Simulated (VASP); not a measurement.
**GaN: time-dependent DFT spectra**

Aim: the absorption of GaN from time-dependent DFT with and without exact exchange. The cell is of the wurtzite type, one of the forms listed for this formula. The start is a cell from a database of measured crystal structures.

Program: VASP 6.6.1. Level of theory: LDA; plane waves and PAW (Ga_d, N), in the first sound run; inputs show where later runs differ. Results are calculated unless marked as measured.

The database entry behind the starting cell differs from later determinations by our own check (about 0.3 % short, ideal inner coordinate), so it need not match the best structure at ambient conditions.

## 1. The starting structure

The structure is hexagonal, space group P6_3mc (No. 186). Conventional cell: a = 3.180 Å, b = 3.180 Å, c = 5.166 Å, α = 90.00°, β = 90.00°, γ = 120.00°. Nearest to Ga lie 4 N at 1.94 to 1.95 Å. Nearest to N lie 4 Ga at 1.94 to 1.95 Å. Farther neighbours and most contacts between anions are not listed.

As a file:

```cif
data_structure
_symmetry_space_group_name_H-M 'P6_3mc'
_symmetry_Int_Tables_number 186
_cell_length_a 3.1800
_cell_length_b 3.1800
_cell_length_c 5.1660
_cell_angle_alpha 90.000
_cell_angle_beta 90.000
_cell_angle_gamma 120.000
_cell_volume 45.24
loop_
_atom_site_label
_atom_site_type_symbol
_atom_site_symmetry_multiplicity
_atom_site_Wyckoff_symbol
_atom_site_fract_x
_atom_site_fract_y
_atom_site_fract_z
_atom_site_occupancy
Ga1 Ga 2 b 0.66667 0.33333 0.50000 1
N1 N 2 b 0.66667 0.33333 0.87500 1
```

## 2. Ground state at LDA

The orbitals come from a self-consistent LDA run. A small SIGMA keeps every occupation at zero or full.

The input, INCAR:

```
SYSTEM = GaN
PREC = Accurate
ENCUT = 420
EDIFF = 1E-08
NELM = 100
ISMEAR = 0
SIGMA = 0.01
LREAL = .FALSE.
ALGO = Normal
GGA = CA
NBANDS = 24
LORBIT = 11
LWAVE = .TRUE.
LCHARG = .FALSE.
KPAR = 8
```

The input, POSCAR:

```
GaN
1.0
    3.1800000000      0.0000000000      0.0000000000
   -1.5900000000      2.7539607840      0.0000000000
    0.0000000000      0.0000000000      5.1660000000
Ga N
2 2
Direct
    0.6666666667      0.3333333333      0.5000000000
    0.3333333333      0.6666666667      0.0000000000
    0.6666666667      0.3333333333      0.8750000000
    0.3333333333      0.6666666667      0.3750000000
```

The input, KPOINTS:

```
Automatic mesh
0
Gamma
6 6 4
0 0 0
```

Potentials, in the order of the species: Ga_d and N (PBE family, release 64).

Started as:

```bash
mpirun -np 8 vasp_std
```

Output:

```text
[banner, memory and clock lines left out]
running    8 mpi-ranks, on    1 nodes
 distrk:  each k-point on    1 cores,    8 groups
 distr:  one band on    1 cores,    1 groups

 POSCAR found type information on POSCAR GaN
 POSCAR found :  2 types and       4 ions
|                                                                             |
|           W    W    AA    RRRRR   N    N  II  N    N   GGGG   !!!           |
|           W    W   A  A   R    R  NN   N  II  NN   N  G    G  !!!           |
|           W    W  A    A  R    R  N N  N  II  N N  N  G       !!!           |
|           W WW W  AAAAAA  RRRRR   N  N N  II  N  N N  G  GGG   !            |
|           WW  WW  A    A  R   R   N   NN  II  N   NN  G    G                |
|           W    W  A    A  R    R  N    N  II  N    N   GGGG   !!!           |
|                                                                             |
|     For optimal performance we recommend to set                             |
|       NCORE = 2 up to number-of-cores-per-socket                            |
|     NCORE specifies how many cores store one orbital (NPAR=cpu/NCORE).      |
|     This setting can greatly improve the performance of VASP for DFT.       |
|     The default, NCORE=1 might be grossly inefficient on modern             |
|     multi-core architectures or massively parallel machines. Do your        |
|     Unfortunately you need to use the default for GW and RPA                |
|     calculations (for HF NCORE is supported but not extensively tested      |
|     yet).                                                                   |
|                                                                             |

|                                                                             |
|               ----> ADVICE to this user running VASP <----                  |
|                                                                             |
|     You enforced a specific xc type in the INCAR file but a different       |
|     [... a line on the potential file left out ...]
|     I HOPE YOU KNOW WHAT YOU ARE DOING!                                     |
|                                                                             |

 LDA part: xc-table for (Slater(with rela. corr.)+CA(PZ))
 , standard interpolation
 POSCAR, INCAR and KPOINTS ok, starting setup
 FFT: planning ... GRIDC
 FFT: planning ... GRID_SOFT
 FFT: planning ... GRID
 WAVECAR not read
 entering main loop
       N       E                     dE             d eps       ncg     rms          rms(c)
DAV:   1     0.241021054797E+03    0.24102E+03   -0.15934E+04  1096   0.245E+03
DAV:   2    -0.279346789137E+01   -0.24381E+03   -0.23035E+03  1120   0.462E+02
DAV:   3    -0.309657745512E+02   -0.28172E+02   -0.27920E+02  1168   0.133E+02
DAV:   4    -0.317981685042E+02   -0.83239E+00   -0.83127E+00  1336   0.253E+01
DAV:   5    -0.318093008760E+02   -0.11132E-01   -0.11129E-01  1208   0.250E+00    0.103E+01
DAV:   6    -0.280301113758E+02    0.37792E+01   -0.11665E+01  1752   0.547E+01    0.316E+00
DAV:   7    -0.280736479889E+02   -0.43537E-01   -0.13566E+00  1024   0.868E+00    0.271E+00
DAV:   8    -0.280369651525E+02    0.36683E-01   -0.27219E-01  1720   0.574E+00    0.107E+00
DAV:   9    -0.280146914583E+02    0.22274E-01   -0.80121E-02  1656   0.442E+00    0.354E-01
DAV:  10    -0.280153437416E+02   -0.65228E-03   -0.60350E-03  1152   0.618E-01    0.132E-01
DAV:  11    -0.280151933005E+02    0.15044E-03   -0.11055E-03  1504   0.632E-01    0.598E-02
DAV:  12    -0.280152042062E+02   -0.10906E-04   -0.12132E-04  1136   0.757E-02    0.686E-02
DAV:  13    -0.280152146508E+02   -0.10445E-04   -0.60196E-06  1704   0.219E-02    0.845E-02
DAV:  14    -0.280152799143E+02   -0.65264E-04   -0.68415E-05  1672   0.788E-02    0.142E-01
DAV:  15    -0.280153287131E+02   -0.48799E-04   -0.31086E-05  1672   0.508E-02    0.182E-01
DAV:  16    -0.280152613661E+02    0.67347E-04   -0.36487E-05  1696   0.681E-02    0.139E-01
DAV:  17    -0.280151978539E+02    0.63512E-04   -0.10124E-04  1688   0.973E-02    0.604E-02
DAV:  18    -0.280151862715E+02    0.11582E-04   -0.42154E-05  1624   0.542E-02    0.143E-02
DAV:  19    -0.280151856350E+02    0.63646E-06   -0.38652E-06  1480   0.154E-02    0.342E-03
DAV:  20    -0.280151856693E+02   -0.34308E-07   -0.49146E-07  1208   0.462E-03    0.522E-04
DAV:  21    -0.280151856858E+02   -0.16502E-07   -0.18893E-08   824   0.124E-03    0.125E-03
DAV:  22    -0.280151856822E+02    0.36616E-08   -0.21080E-09   560   0.714E-04
   1 F= -.28015186E+02 E0= -.28015186E+02  d E =-.142725E-68
 writing wavefunctions
```

The job ended after 4.6 s (8 MPI ranks of Intel Xeon Platinum 8559C (Emerald Rapids), shared host; peak memory 1.2 GiB).

The logs omit lines about the potential files and the build; timing stands in the text.

OUTCAR, selected parts (step 2):

```text
ion  position               nearest neighbor table
   1  0.667  0.333  0.500-   3 1.94   4 1.95   4 1.95   4 1.95
   2  0.333  0.667  0.000-   4 1.94   3 1.95   3 1.95   3 1.95
   3  0.667  0.333  0.875-   1 1.94   2 1.95   2 1.95   2 1.95
   4  0.333  0.667  0.375-   2 1.94   1 1.95   1 1.95   1 1.95

  LATTYP: Found a hexagonal cell.
 ALAT       =     3.1800000000
 C/A-ratio  =     1.6245283019

 Subroutine GETGRP returns: Found 12 space group operations
 (whereof  6 operations were pure point group operations)

The static configuration has the point symmetry C_3v.
 The point group associated with its full space group is C_6v.

 Found     21 irreducible k-points:

   k-points           NKPTS =     21   k-points in BZ     NKDIM =     21   number of bands    NBANDS=     24

   dimension x,y,z NGX =    24 NGY =   24 NGZ =   36
   dimension x,y,z NGXF=    48 NGYF=   48 NGZF=   72

   ENCUT  =  420.0 eV  30.87 Ry    5.56 a.u.   5.31  5.31  8.63*2*pi/ulx,y,z

   NELECT =      36.0000    total number of electrons

 k-points in reciprocal lattice and weights: Automatic mesh
   0.00000000  0.00000000  0.00000000       0.007
   0.16666667  0.00000000  0.00000000       0.042
   0.33333333  0.00000000  0.00000000       0.042
   0.50000000  0.00000000  0.00000000       0.021
   0.16666667  0.16666667  0.00000000       0.042
   0.33333333  0.16666667  0.00000000       0.083
   0.33333333  0.33333333  0.00000000       0.014
   0.00000000  0.00000000  0.25000000       0.014
   0.16666667  0.00000000  0.25000000       0.083
[...]
0.33333333  0.16666667  0.50000000       0.083
   0.33333333  0.33333333  0.50000000       0.014

 average (electrostatic) potential at core
       1 -63.0812       2 -63.0812       3 -62.0096       4 -62.0096

 E-fermi :   5.2203

 k-point     1 :       0.0000    0.0000    0.0000
  band No.  band energies     occupation
    ...
     14       4.0196      2.00000
     15       4.0196      2.00000
     16       5.0349      2.00000
     17       5.0982      2.00000
     18       5.0982      2.00000
     19       7.0722      0.00000
     20       9.2963      0.00000
     21      14.1929      0.00000
     22      14.8360      0.00000
     23      14.8360      0.00000
    ...

 k-point     2 :       0.1667    0.0000    0.0000
  band No.  band energies     occupation
    ...
     14       2.3113      2.00000
     15       3.3846      2.00000
     16       3.4960      2.00000
     17       4.7373      2.00000
     18       4.8552      2.00000
     19       8.5577      0.00000
     20      10.5652      0.00000
     21      13.1114      0.00000
     22      13.9022      0.00000
     23      15.4178      0.00000
    ...

 k-point     3 :       0.3333    0.0000    0.0000
  band No.  band energies     occupation
    ...
     14       0.0973      2.00000
     15       1.1665      2.00000
     16       2.6439      2.00000
     17       3.7609      2.00000
     18       4.3437      2.00000
     19       9.9159      0.00000
     20      10.7407      0.00000
     21      11.6933      0.00000
     22      13.4364      0.00000
     23      15.3313      0.00000
    ...

  Total       -1.8680070     -1.8680070     -1.2718005      0.0000000     -0.0000000     -0.0000000
  in kB      -66.1530415    -66.1530415    -45.0391609      0.0000000     -0.0000000     -0.0000000
  external PRESSURE =     -59.1150813 kB  Pullay stress =       0.0000000 kB

  energy-cutoff  :      420.00
  volume of cell :       45.24
      direct lattice vectors                 reciprocal lattice vectors
     3.180000000  0.000000000  0.000000000     0.314465409  0.181556688  0.000000000
    -1.590000000  2.753960784  0.000000000     0.000000000  0.363113377  0.000000000
     0.000000000  0.000000000  5.166000000     0.000000000  0.000000000  0.193573364

 POSITION                                       TOTAL-FORCE (eV/Angst)
 -----------------------------------------------------------------------------------
      1.59000      0.91799      2.58300         0.000000     -0.000000     -0.127066
     -0.00000      1.83597      0.00000        -0.000000      0.000000     -0.127066
      1.59000      0.91799      4.52025        -0.000000     -0.000000      0.127066
     -0.00000      1.83597      1.93725         0.000000      0.000000      0.127066
 -----------------------------------------------------------------------------------
    total drift:                               -0.000001     -0.000001     -0.000341

  FREE ENERGIE OF THE ION-ELECTRON SYSTEM (eV)
  ---------------------------------------------------
  free  energy   TOTEN  =       -28.0151856822 eV

  energy  without entropy=      -28.0151856822  energy(sigma->0) =      -28.01518568

 total charge
# of ion       s       p       d       tot
------------------------------------------
    1        0.793   0.910  10.187  11.889
    2        0.793   0.910  10.187  11.889
    3        1.215   2.490   0.000   3.705
    4        1.215   2.490   0.000   3.705
--------------------------------------------------
tot          4.017   6.799  20.373  31.189

[... 3 further parts left out ...]
```

The gap is read on the k-mesh alone, so it is an upper bound where the band edges lie off the mesh. The PAW data sets were made with PBE, though LDA sets exist; this is a small mismatch.

A gap read on the k-mesh alone can miss the band edges.

This step gave:

- free energy (TOTEN): -28.02 eV
- Fermi energy: 5.220 eV
- pressure: -5.912 GPa
- gap on the k-mesh: 1.974 eV
- least direct gap on the k-mesh: 1.974 eV

## 3. Empty bands, functional LDA

ALGO = Exact diagonalises the converged Hamiltonian in one step, and LOPTICS writes the k-derivatives of the orbitals (WAVEDER), which give the transition dipoles.

The input, INCAR:

```
SYSTEM = GaN
PREC = Accurate
ENCUT = 420
ISMEAR = 0
SIGMA = 0.01
LREAL = .FALSE.
GGA = CA
NBANDS = 40
ALGO = Exact
NELM = 1
LWAVE = .TRUE.
LCHARG = .FALSE.
LOPTICS = .TRUE.
NEDOS = 1000
CSHIFT = 0.1
```

POSCAR is that of step 2.

KPOINTS is that of step 2.

Started as:

```bash
mpirun -np 8 vasp_std
```

Output:

```text
[banner, memory and clock lines left out]
running    8 mpi-ranks, on    1 nodes
 distrk:  each k-point on    8 cores,    1 groups
 distr:  one band on    1 cores,    8 groups

 POSCAR found type information on POSCAR GaN
 POSCAR found :  2 types and       4 ions
 [... a notice as in an earlier step ...]

 [... a notice as in an earlier step ...]

 LDA part: xc-table for (Slater(with rela. corr.)+CA(PZ))
 , standard interpolation
 found WAVECAR, reading the header
  number of bands has changed, file:    24 present:    40
  trying to continue reading WAVECAR, but it might fail
 POSCAR, INCAR and KPOINTS ok, starting setup
 FFT: planning ... GRIDC
 FFT: planning ... GRID_SOFT
 FFT: planning ... GRID
 reading WAVECAR
 random initialization beyond band           24
 the WAVECAR file was read successfully
 initial charge from wavefunction
 entering main loop
       N       E                     dE             d eps       ncg     rms          rms(c)
DIA:   1    -0.280151856920E+02   -0.28015E+02    0.00000E+00     0   0.000E+00
   1 F= -.28015186E+02 E0= -.28015186E+02  d E =-.865941E-26
 writing wavefunctions
 optical routines
 imaginary and real dielectric function
 recalculating local potential from charge density
 direction            1
 direction            2
 direction            3
```

Elapsed: 7 s, on 8 MPI ranks; peak memory 1.3 GiB; 49 s of CPU time.

OUTCAR, selected parts (step 3):

```text
 Found     21 irreducible k-points:

   k-points           NKPTS =     21   k-points in BZ     NKDIM =     21   number of bands    NBANDS=     40

   NELECT =      36.0000    total number of electrons

 E-fermi :   5.1692

 k-point     1 :       0.0000    0.0000    0.0000
  band No.  band energies     occupation
    ...
     14       4.0194      2.00000
     15       4.0194      2.00000
     16       5.0348      2.00000
     17       5.0981      2.00000
     18       5.0981      2.00000
     19       7.0722      0.00000
     20       9.2963      0.00000
     21      14.1928      0.00000
     22      14.8360      0.00000
     23      14.8360      0.00000
    ...

 k-point     2 :       0.1667    0.0000    0.0000
  band No.  band energies     occupation
    ...
     14       2.3112      2.00000
     15       3.3845      2.00000
     16       3.4958      2.00000
     17       4.7371      2.00000
     18       4.8551      2.00000
     19       8.5576      0.00000
     20      10.5652      0.00000
     21      13.1113      0.00000
     22      13.9021      0.00000
     23      15.4178      0.00000
    ...

  Total       -1.8662369     -1.8662369     -1.2701981      0.0000000      0.0000000      0.0000000
  in kB      -66.0903542    -66.0903542    -44.9824133      0.0000000      0.0000000      0.0000000
  external PRESSURE =     -59.0543739 kB  Pullay stress =       0.0000000 kB

 POSITION                                       TOTAL-FORCE (eV/Angst)
 -----------------------------------------------------------------------------------
      1.59000      0.91799      2.58300         0.000000      0.000000     -0.127069
     -0.00000      1.83597      0.00000        -0.000000      0.000000     -0.127069
      1.59000      0.91799      4.52025         0.000000      0.000000      0.127069
     -0.00000      1.83597      1.93725        -0.000000      0.000000      0.127069
 -----------------------------------------------------------------------------------
    total drift:                               -0.000001     -0.000001     -0.000353

  FREE ENERGIE OF THE ION-ELECTRON SYSTEM (eV)
  ---------------------------------------------------
  free  energy   TOTEN  =       -28.0151856920 eV

  energy  without entropy=      -28.0151856920  energy(sigma->0) =      -28.01518569

 plasma frequency squared (from intraband transitions) (eV^2)
  --------------------------------------------------------------------------------------
       0.000       0.000       0.000
       0.000       0.000       0.000
       0.000       0.000       0.000

[... 8 parts as in an earlier step ...]

[... 5 further parts left out ...]
```

WAVECAR now holds 40 bands for 36 electrons. Its independent-particle dielectric tensor has xx, yy, zz = 6.3, 6.3, 6.2 on this mesh, which isn't tested for convergence in mesh or bands and lacks local fields.

(Continued in part 2 of 3.)

[Lines on the potential files, build, host, timing and source positions are cut from VASP's logs without a mark.]

[Logs are printed without paths, hosts, clocks, repeated set-up lines and the standing remarks that a program may print on its own settings, such as how far it seeks lower states.]

[Hosts, paths, dates, database ids (printed as entryN), source tags and the programs' standing remarks are cut or masked in the printed files.]

[Pressures printed for these runs are not shown converged in the cutoff: they can be off by several GPa and have the wrong sign.]
